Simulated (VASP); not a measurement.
Output of a VASP run:

OSZICAR:
```
       N       E                     dE             d eps       ncg     rms          rms(c)
DAV:   1     0.231478150222E+02    0.23148E+02   -0.38128E+03 18374   0.794E+02
DAV:   2    -0.128620144705E+02   -0.36010E+02   -0.33794E+02 17548   0.155E+02
DAV:   3    -0.135942420006E+02   -0.73223E+00   -0.72853E+00 20548   0.276E+01
DAV:   4    -0.136049080243E+02   -0.10666E-01   -0.10661E-01 20242   0.321E+00
DAV:   5    -0.136051977002E+02   -0.28968E-03   -0.28967E-03 20008   0.513E-01    0.123E+01
DAV:   6    -0.163923901739E+02   -0.27872E+01   -0.71652E+01 19172   0.118E+02    0.175E+01
DAV:   7    -0.119842653910E+02    0.44081E+01   -0.31924E+01 19110   0.749E+01    0.178E+00
DAV:   8    -0.119766995504E+02    0.75658E-02   -0.20867E-01 18026   0.368E+00    0.115E+00
DAV:   9    -0.119639181053E+02    0.12781E-01   -0.45036E-02 20580   0.286E+00    0.284E-01
DAV:  10    -0.119632751716E+02    0.64293E-03   -0.26077E-03 21158   0.684E-01    0.120E-01
DAV:  11    -0.119632568022E+02    0.18369E-04   -0.47913E-05 19454   0.604E-02    0.400E-02
DAV:  12    -0.119632475485E+02    0.92537E-05   -0.44540E-05 20382   0.872E-02    0.598E-03
DAV:  13    -0.119632473975E+02    0.15108E-06   -0.95212E-07  9518   0.978E-03
   1 F= -.11963247E+02 E0= -.11963247E+02  d E =-.775868E-06
```

OUTCAR:
```
------------------------ aborting loop because EDIFF is reached ----------------------------------------
  FORCE on cell =-STRESS in cart. coord.  units (eV):
  Direction    XX          YY          ZZ          XY          YZ          ZX
  --------------------------------------------------------------------------------------
  Total       -0.1478594     -0.1806096     -0.1400043     -0.0594766      0.0058411     -0.0025921
  in kB      -10.1265472    -12.3695319     -9.5885691     -4.0734116      0.4000414     -0.1775299
  external PRESSURE =     -10.6948828 kB  Pullay stress =       0.0000000 kB
  volume of cell :       23.39
      direct lattice vectors                 reciprocal lattice vectors
     2.860000000  0.000000000  0.000000000     0.349650350  0.000000000  0.000000000
     0.000000000  2.860000000  0.000000000     0.000000000  0.349650350  0.000000000
     0.000000000  0.000000000  2.860000000     0.000000000  0.000000000  0.349650350
 POSITION                                       TOTAL-FORCE (eV/Angst)
 -----------------------------------------------------------------------------------
      1.44661      1.39202      1.42837        -0.239171      0.539337      0.023523
      2.84339      0.03798      0.00163         0.239171     -0.539337     -0.023523
 -----------------------------------------------------------------------------------
    total drift:                               -0.000452      0.000281      0.000039
  FREE ENERGIE OF THE ION-ELECTRON SYSTEM (eV)
  ---------------------------------------------------
  free  energy   TOTEN  =       -11.9632473975 eV

  energy  without entropy=      -11.9632466216  energy(sigma->0) =      -11.96324701
```
(Selected blocks of OUTCAR.)

### POSCAR
```
CoAl
1
    2.8600000000     0.0000000000     0.0000000000
    0.0000000000     2.8600000000     0.0000000000
    0.0000000000     0.0000000000     2.8600000000
Al Co
1 1
Direct
  0.5058070000   0.4867210000   0.4994310000
 -0.0058070000   0.0132790000   0.0005690000
```

Question: Reconstruct the remaining input files.

Answer: One answer among several that fit: the input of the run itself, PBE GGA, plane waves, VASP's PBE PAW potentials (set 64).

**INCAR**
```
ALGO=Normal
EDIFF=1E-6
ENCUT=300
GGA=PE
ISIF=2
ISMEAR=0
LASPH=.TRUE.
LCHARG=.FALSE.
LMAXMIX=4
LREAL=.FALSE.
LWAVE=.FALSE.
NELM=100
PREC=Accurate
SIGMA=0.002
SYSTEM=CoAl
```

### KPOINTS
```
kpoints
0
G
12 12 12
```

POTCAR, in this order: Al Co (PBE.64 set). Program: vasp_std.

At this cut-off the stress carries a Pulay error, which pulls relaxed volumes low.

The structure is a typed CoAl crystal. The cell was not relaxed at this level, atoms are displaced from their ideal sites. The run is one of a series of settings (SIGMA = 0.002 against the base run), some of them coarse on purpose. The run is not spin-polarised, so no magnetic state was tried.
